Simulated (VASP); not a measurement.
Input:

```
Ag
1.0
    0.00000     2.06400     2.06400
    2.06400     0.00000     2.06400
    2.06400     2.06400     0.00000
Ag
1
Direct
  0.00000   0.00000   0.00000
```

All values below come from optB88-vdW, VASP's PBE PAW potentials (set 64) (plane waves; VASP). Run with 520 eV cut-off, Gaussian smearing of 0.050 eV, potentials Ag.

Q: Give the energies of bands 1 to 7 at the high-symmetry points, in eV from the Fermi level.

A: 
```json
[
 {"band": "1", "Γ": "-7.59", "X": "-6.33", "U": "-5.93", "L": "-6.30", "W": "-5.62"},
 {"band": "2", "Γ": "-4.82", "X": "-6.21", "U": "-5.52", "L": "-4.83", "W": "-5.05"},
 {"band": "3", "Γ": "-4.82", "X": "-3.12", "U": "-4.11", "L": "-4.83", "W": "-5.05"},
 {"band": "4", "Γ": "-4.82", "X": "-2.88", "U": "-3.63", "L": "-3.08", "W": "-3.83"},
 {"band": "5", "Γ": "-3.84", "X": "-2.88", "U": "-3.15", "L": "-3.08", "W": "-2.88"},
 {"band": "6", "Γ": "-3.84", "X": "1.61", "U": "4.17", "L": "-0.30", "W": "5.79"},
 {"band": "7", "Γ": "16.11", "X": "6.37", "U": "5.03", "L": "3.29", "W": "5.79"}
]
```

It has no gap at this level: it comes out as a metal or semimetal.

The compound is Ag in the fcc structure. It was relaxed first.
